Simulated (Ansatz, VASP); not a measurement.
This is a calculation of Mg3Te for Ansatz 0.2.0. Atoms were shifted at random by some hundredths of an Å from the given cell, which wasn't relaxed again for these runs. The cell comes from a database or a generator and needn't be the stable form of this composition.

The input input.yaml:

```yaml
crystal:
  lattice:
    - [-2.13936, 2.13936, 5.282488]
    - [2.13936, -2.13936, 5.282488]
    - [2.13936, 2.13936, -5.282488]
  atoms:
    - { symbol: Te, position: [0.004134, -0.000931, 0.002234] }
    - { symbol: Mg, position: [0.24899, 0.758919, 0.503036] }
    - { symbol: Mg, position: [0.753605, 0.246345, 0.498411] }
    - { symbol: Mg, position: [0.491155, 0.514636, 0.003885] }
kpoints:
  mp_grid: { grid: [9, 9, 9] }
scf:
  occupations: { method: fermi_dirac, width: 0.05 }
hamiltonian:
  xc: pbesol
  pseudopotentials: { kind: all_electron, lapw: { basis_error: 0.001 } }
output:
  forces: true
  stress: true
  eigenvalues: true
  populations: true
```

Potentials or basis: all-electron LAPW, scalar-relativistic.

Run with:

```sh
$ ansatz run input.yaml --threads 2 --pin off --max-ram 8192MiB --backend cpu --events-out ev --progress --plain --runs-dir out
```

Task: Translate it to VASP 6.6.1. Potentials or basis there: PBE PAW files Mg, Te, 520 eV.

Result: As run (cutoffs and basis follow the program's own potentials, and thresholds, step limits or extra output files can differ):

File INCAR:

```
ALGO = Normal
EDIFF = 1E-7
ENCUT = 520
GGA = PS
ISIF = 2
ISMEAR = -1
LASPH = True
LCHARG = False
LREAL = False
LWAVE = False
NBANDS = 14
NELM = 80
PREC = Accurate
SIGMA = 0.05
```

The input KPOINTS:

```
k-points
0
Gamma
  9 9 9
```

Contents of POSCAR:

```
Mg3Te
1.0
   -2.1393600000      2.1393600000      5.2824880000
    2.1393600000     -2.1393600000      5.2824880000
    2.1393600000      2.1393600000     -5.2824880000
Te Mg
1 3
Direct
    0.0041340000     -0.0009310000      0.0022340000
    0.2489900000      0.7589190000      0.5030360000
    0.7536050000      0.2463450000      0.4984110000
    0.4911550000      0.5146360000      0.0038850000
```

Potentials or basis: VASP PAW PBE potentials, release 64 (Te, Mg).

Run with:

```sh
$ cat potpaw_PBE.64/Te/POTCAR potpaw_PBE.64/Mg/POTCAR > POTCAR
$ mpirun -np 1 vasp_std > vasp.out
```

Both were run:

|  | Ansatz | VASP |
| --- | --- | --- |
| Pressure | -1.0 GPa | -1.0 GPa |
| Largest force | 0.202 eV/Å | 0.204 eV/Å |

VASP's potentials were made for PBE.

Where Ansatz's input types no cutoff or centring, it takes its own default and a Γ-centred mesh.

Pressure is positive in compression.
